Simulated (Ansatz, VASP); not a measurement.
# Cross-check of Fe2As between VASP and Ansatz, part 2 of 2

Wanted: the spread between two codes on one cell, functional and k mesh.

VASP 6.6.1 and Ansatz 0.2.0.

So far. Step 2 (Ansatz: single point, PBEsol): The run ends at a pressure of -12.87 GPa, with forces up to 0.20 eV/Å.

The database entry behind the starting cell is an old determination (1935), so it need not match the best structure at ambient conditions.

**3. VASP: single point, PBEsol**

Level of this step: PBEsol, spin-polarised from a ferromagnetic start; plane waves and PAW (Fe, Fe, As) (VASP).

The same cell, functional, mesh and smearing now go to VASP, with its own data sets and cutoff.

Lines of VASP's logs that name or quote its potential files are left out, and so is its time.

Contents of INCAR:

```
SYSTEM = Fe2As
PREC = Accurate
ENCUT = 350
EDIFF = 1E-06
NELM = 150
ISMEAR = 1
SIGMA = 0.1
LREAL = .FALSE.
ALGO = Normal
GGA = PS
NBANDS = 30
ISPIN = 2
MAGMOM = 3 3 3 3 0 0
LMAXMIX = 4
LORBIT = 11
LWAVE = .TRUE.
LCHARG = .TRUE.
KPAR = 2
AMIX = 0.2
BMIX = 1E-04
AMIX_MAG = 0.8
BMIX_MAG = 1E-04
```

Contents of POSCAR:

```
Fe2As
1.0
    3.6270000000      0.0000000000      0.0000000000
    0.0000000000      3.6270000000      0.0000000000
    0.0000000000      0.0000000000      5.9730000000
Fe Fe As
1 3 2
Direct
    0.5000000000      0.0000000000      0.6700000000
    0.0000000000      0.5000000000      0.3300000000
    0.5000000000      0.5000000000      0.0000000000
    0.0000000000      0.0000000000      0.0000000000
    0.5000000000      0.0000000000      0.2650000000
    0.0000000000      0.5000000000      0.7350000000
```

Contents of KPOINTS:

```
Automatic mesh
0
Gamma
4 4 3
0 0 0
```

Potentials, in the order of the species: Fe, Fe and As (PBE family, release 64).

The run is started by

```bash
> mpirun -np 2 vasp_std
```

Numbers of over 12 decimals in the logs are rounded to 6 here.

Output:

```text
[banner, memory and clock lines left out]
running    2 mpi-ranks, on    1 nodes
 distrk:  each k-point on    1 cores,    2 groups
 distr:  one band on    1 cores,    1 groups

 POSCAR found type information on POSCAR FeFeAs
 POSCAR found :  3 types and       6 ions
|                                                                             |
|               ----> ADVICE to this user running VASP <----                  |
|                                                                             |
|     You enforced a specific xc type in the INCAR file but a different       |
|     [... a line on the potential file left out ...]
|     I HOPE YOU KNOW WHAT YOU ARE DOING!                                     |
|                                                                             |

 LDA part: xc-table for (Slater+PW92), standard interpolation
 POSCAR, INCAR and KPOINTS ok, starting setup
 FFT: planning ... GRIDC
 FFT: planning ... GRID_SOFT
 FFT: planning ... GRID
 WAVECAR not read
 entering main loop
       N       E                     dE             d eps       ncg     rms          rms(c)
DAV:   1     0.270620544269E+03    0.27062E+03   -0.14081E+04  1440   0.120E+03
DAV:   2    -0.288796694906E+02   -0.29950E+03   -0.28574E+03  1440   0.324E+02
DAV:   3    -0.499373313627E+02   -0.21058E+02   -0.19351E+02  1746   0.102E+02
DAV:   4    -0.508104600942E+02   -0.87313E+00   -0.85924E+00  1716   0.208E+01
DAV:   5    -0.508364002248E+02   -0.25940E-01   -0.25921E-01  1756   0.295E+00    0.250E+01
DAV:   6    -0.539376698807E+02   -0.31013E+01   -0.37500E+01  2216   0.877E+01    0.426E+01
DAV:   7    -0.478216939994E+02    0.61160E+01   -0.36282E+01  2178   0.807E+01    0.185E+01
DAV:   8    -0.466484456275E+02    0.11732E+01   -0.47570E+00  2418   0.321E+01    0.755E+00
DAV:   9    -0.465383508745E+02    0.11009E+00   -0.77944E-01  1882   0.105E+01    0.396E+00
DAV:  10    -0.465016847979E+02    0.36666E-01   -0.15198E-01  1886   0.408E+00    0.246E+00
DAV:  11    -0.465285780730E+02   -0.26893E-01   -0.16011E-01  2198   0.540E+00    0.345E+00
DAV:  12    -0.464944210586E+02    0.34157E-01   -0.14744E-01  2308   0.517E+00    0.106E+00
DAV:  13    -0.464924334894E+02    0.19876E-02   -0.11953E-02  1936   0.117E+00    0.520E-01
DAV:  14    -0.464919371901E+02    0.49630E-03   -0.21616E-03  1906   0.441E-01    0.229E-01
DAV:  15    -0.464918673506E+02    0.69839E-04   -0.93102E-04  1978   0.376E-01    0.118E-01
DAV:  16    -0.464918862355E+02   -0.18885E-04   -0.20425E-04  1972   0.215E-01    0.537E-02
DAV:  17    -0.464918796481E+02    0.65875E-05   -0.32833E-05  1944   0.674E-02    0.331E-02
DAV:  18    -0.464918749602E+02    0.46878E-05   -0.16100E-05  2040   0.531E-02    0.152E-02
DAV:  19    -0.464918760773E+02   -0.11171E-05   -0.60937E-06  1136   0.246E-02    0.106E-02
DAV:  20    -0.464918767038E+02   -0.62645E-06   -0.87959E-07   720   0.188E-02
   1 F= -.46491877E+02 E0= -.46493509E+02  d E =0.489617E-02  mag=     6.0691
 writing wavefunctions
```

OUTCAR, selected parts (step 3):

```text
ion  position               nearest neighbor table
   1  0.500  0.000  0.670-   5 2.42   6 2.59   6 2.59   6 2.59   6 2.59   3 2.68   4 2.68   4 2.68
                             3 2.68
   2  0.000  0.500  0.330-   6 2.42   5 2.59   5 2.59   5 2.59   5 2.59   3 2.68   3 2.68   4 2.68
                             4 2.68
   3  0.500  0.500  0.000-   5 2.41   6 2.41   5 2.41   6 2.41   4 2.56   4 2.56   4 2.56   4 2.56
                             2 2.68   1 2.68   2 2.68   1 2.68
   4  0.000  0.000  0.000-   5 2.41   6 2.41   6 2.41   5 2.41   3 2.56   3 2.56   3 2.56   3 2.56
                             1 2.68   2 2.68   2 2.68   1 2.68
   5  0.500  0.000  0.265-   3 2.41   4 2.41   3 2.41   4 2.41   1 2.42   2 2.59   2 2.59   2 2.59
                             2 2.59
   6  0.000  0.500  0.735-   3 2.41   4 2.41   4 2.41   3 2.41   2 2.42   1 2.59   1 2.59   1 2.59
                             1 2.59

  LATTYP: Found a simple tetragonal cell.
 ALAT       =     3.6270000000
 C/A-ratio  =     1.6468155500

 Subroutine GETGRP returns: Found  8 space group operations
 (whereof  4 operations were pure point group operations)

The static configuration has the point symmetry C_2v.
 The point group associated with its full space group is C_4v.

 Found     12 irreducible k-points:

   k-points           NKPTS =     12   k-points in BZ     NKDIM =     12   number of bands    NBANDS=     30

   dimension x,y,z NGX =    24 NGY =   24 NGZ =   36
   dimension x,y,z NGXF=    48 NGYF=   48 NGZF=   72

   ENCUT  =  350.0 eV  25.72 Ry    5.07 a.u.   5.53  5.53  9.11*2*pi/ulx,y,z

   NELECT =      42.0000    total number of electrons

 k-points in reciprocal lattice and weights: Automatic mesh
   0.00000000  0.00000000  0.00000000       0.021
   0.25000000  0.00000000  0.00000000       0.083
   0.50000000  0.00000000  0.00000000       0.042
   0.25000000  0.25000000  0.00000000       0.083
   0.50000000  0.25000000  0.00000000       0.083
   0.50000000  0.50000000  0.00000000       0.021
   0.00000000  0.00000000  0.33333333       0.042
   0.25000000  0.00000000  0.33333333       0.167
   0.50000000  0.00000000  0.33333333       0.083
   0.25000000  0.25000000  0.33333333       0.167
   0.50000000  0.25000000  0.33333333       0.167
   0.50000000  0.50000000  0.33333333       0.042

 average (electrostatic) potential at core
       1 -42.2765       2 -42.2765       3 -42.1177       4 -42.1177       5 -48.0732
       6 -48.0732

 E-fermi :   6.8702

 spin component 1
 k-point     1 :       0.0000    0.0000    0.0000
  band No.  band energies     occupation
    ...
     20       5.6656      1.00000
     21       6.2284      1.00000
     22       6.2739      1.00000
     23       6.2739      1.00000
     24       6.4745      1.00000
     25       7.3805     -0.00000
     26       8.2731     -0.00000
     27       9.1019      0.00000
     28       9.1019      0.00000
     29       9.1144      0.00000
    ...

 k-point     2 :       0.2500    0.0000    0.0000
  band No.  band energies     occupation
    ...
     20       5.7457      1.00000
     21       5.9743      1.00000
     22       6.2339      1.00000
     23       6.2514      1.00000
     24       6.2720      1.00000
     25       7.4708     -0.00000
     26       7.5977     -0.00000
     27       8.2609     -0.00000
     28       9.6570      0.00000
     29      11.2249      0.00000
    ...

 k-point     3 :       0.5000    0.0000    0.0000
  band No.  band energies     occupation
    ...
     20       5.5111      1.00000
     21       5.7452      1.00000
     22       5.7452      1.00000
     23       6.4125      1.00000
     24       6.4125      1.00000
     25       7.1845     -0.00004
     26       7.1845     -0.00004
     27       9.4958      0.00000
     28       9.4958      0.00000
     29      11.6375      0.00000
    ...

 k-point     4 :       0.2500    0.2500    0.0000
  band No.  band energies     occupation
    ...
     20       5.6741      1.00000
     21       5.8948      1.00000
     22       6.0442      1.00000
     23       6.1142      1.00000
     24       6.1477      1.00000
     25       7.2898     -0.00000
     26       7.6354     -0.00000
     27       7.6824     -0.00000
     28       7.9829     -0.00000
     29      11.4185      0.00000
    ...

 k-point     5 :       0.5000    0.2500    0.0000
  band No.  band energies     occupation
    ...
     20       5.4164      1.00000
     21       6.0342      1.00000
     22       6.0342      1.00000
     23       6.2779      1.00000
     24       6.2779      1.00000
     25       7.0448     -0.01656
     26       7.0449     -0.01656
     27       7.5840     -0.00000
     28       7.5840     -0.00000
     29      10.6048      0.00000
    ...

 k-point     6 :       0.5000    0.5000    0.0000
  band No.  band energies     occupation
    ...
     22       6.0846      1.00000
     23       6.1979      1.00000
     24       6.1980      1.00000
     25       6.4155      1.00000
     26       6.4155      1.00000
     27       7.3473     -0.00000
     28       7.3473     -0.00000
     29       9.1884      0.00000
     30       9.1884      0.00000

  Total       -5.5822183     -5.5822183     -7.3431694      0.0000000      0.0000000      0.0000000
  in kB     -113.8229326   -113.8229326   -149.7291989      0.0000000      0.0000000      0.0000000
  external PRESSURE =    -125.7916881 kB  Pullay stress =       0.0000000 kB

  energy-cutoff  :      350.00
  volume of cell :       78.58
      direct lattice vectors                 reciprocal lattice vectors
     3.627000000  0.000000000  0.000000000     0.275709953  0.000000000  0.000000000
     0.000000000  3.627000000  0.000000000     0.000000000  0.275709953  0.000000000
     0.000000000  0.000000000  5.973000000     0.000000000  0.000000000  0.167420057

 POSITION                                       TOTAL-FORCE (eV/Angst)
 -----------------------------------------------------------------------------------
      1.81350      0.00000      4.00191         0.000000      0.000000      0.177825
      0.00000      1.81350      1.97109         0.000000      0.000000     -0.177916
      1.81350      1.81350      0.00000         0.000000      0.000000      0.000122
      0.00000      0.00000      0.00000         0.000000      0.000000      0.000122
      1.81350      0.00000      1.58285         0.000000      0.000000     -0.198882
      0.00000      1.81350      4.39015         0.000000      0.000000      0.198730
 -----------------------------------------------------------------------------------
    total drift:                                0.000000     -0.000000      0.000197

  FREE ENERGIE OF THE ION-ELECTRON SYSTEM (eV)
  ---------------------------------------------------
  free  energy   TOTEN  =       -46.4918767038 eV

  energy  without entropy=      -46.4967728744  energy(sigma->0) =      -46.49350876

 total charge
# of ion       s       p       d       tot
------------------------------------------
    1        0.356   0.389   6.321   7.065
    2        0.356   0.389   6.321   7.065
    3        0.417   0.559   6.456   7.432
    4        0.417   0.559   6.456   7.432
    5        1.181   1.548   0.118   2.847
    6        1.181   1.548   0.118   2.847
--------------------------------------------------
tot          3.908   4.991  25.790  34.689

 magnetization (x)
# of ion       s       p       d       tot
------------------------------------------
    1        0.013  -0.000   2.167   2.180
    2        0.013  -0.000   2.167   2.180
    3       -0.003  -0.011   0.976   0.962
    4       -0.003  -0.011   0.976   0.962
    5        0.005  -0.069  -0.005  -0.069
    6        0.005  -0.069  -0.005  -0.069
--------------------------------------------------
tot          0.030  -0.162   6.275   6.144

[... 6 further parts left out ...]
```

The magnetic state follows from one typed start and may not be the lowest. The k-mesh is coarse for a metal. LASPH is off, so gradient terms of the non-spherical density inside the spheres are left out; for open d or f shells this can shift gaps and moments.

**4. Comparison**

Known differences besides the potentials themselves: the data sets hold 94 valence electrons in Ansatz (default PAW (the set named soft_2) files) and 42 in VASP; the cutoff is 420 eV in Ansatz and 350 eV in VASP; Ansatz makes its cores anew for this functional, VASP keeps those of its PBE data sets; VASP leaves aspherical gradient terms in its spheres out (LASPH is not set), Ansatz keeps them; site moments are counted in spheres of each program's own size. Total energies have different zeros and are not compared.

The two programs side by side:

```
                                        quantity  Ansatz    VASP  difference
                                  pressure (GPa)  -12.87  -12.58       -0.29
pressure without Ansatz's Pulay correction (GPa)  -12.93  -12.58       -0.35
                               total moment (μB)    6.07    6.07        0.00
                              moment on Fe1 (μB)    2.16    2.18       -0.02
                              moment on Fe2 (μB)    2.16    2.18       -0.02
                              moment on Fe3 (μB)    0.96    0.96        0.00
                              moment on Fe4 (μB)    0.96    0.96        0.00
                              moment on As5 (μB)   -0.06   -0.07       +0.01
                              moment on As6 (μB)   -0.06   -0.07       +0.01
```

Forces (eV/Å; atoms numbered as in POSCAR):

```
atom        Ansatz x, y, z          VASP x, y, z
 Fe1   0.000, 0.000, 0.174   0.000, 0.000, 0.178
 Fe2  0.000, 0.000, -0.174  0.000, 0.000, -0.178
 Fe3   0.000, 0.000, 0.000   0.000, 0.000, 0.000
 Fe4   0.000, 0.000, 0.000   0.000, 0.000, 0.000
 As5  0.000, 0.000, -0.204  0.000, 0.000, -0.199
 As6   0.000, 0.000, 0.204   0.000, 0.000, 0.199
```

The forces differ by 2.1 meV/Å r.m.s., which is 2.4 % of the r.m.s. force of 0.09 eV/Å (both taken over all components). Ansatz's pressure holds a Pulay correction of 0.06 GPa; VASP's holds none.

**5. Summary of results**

```
r.m.s. force difference (single point, PBEsol) : 2.1 meV/Å
```

**Reading.** The r.m.s. force difference is 2.1 meV/Å (single point, PBEsol), within the 12 meV/Å picked in this series as the mark of a large difference. Such differences can come from data sets, numerical settings and the points named under the comparisons, not from the functional's error against experiment.

[Lines on the potential files, build, host, timing and source positions are cut from VASP's logs without a mark.]

[Logs are printed without paths, hosts, clocks, repeated set-up lines and the standing remarks that a program may print on its own settings, such as how far it seeks lower states.]

[Hosts, paths, dates, database ids (printed as entryN), source tags and the programs' standing remarks are cut or masked in the printed files.]
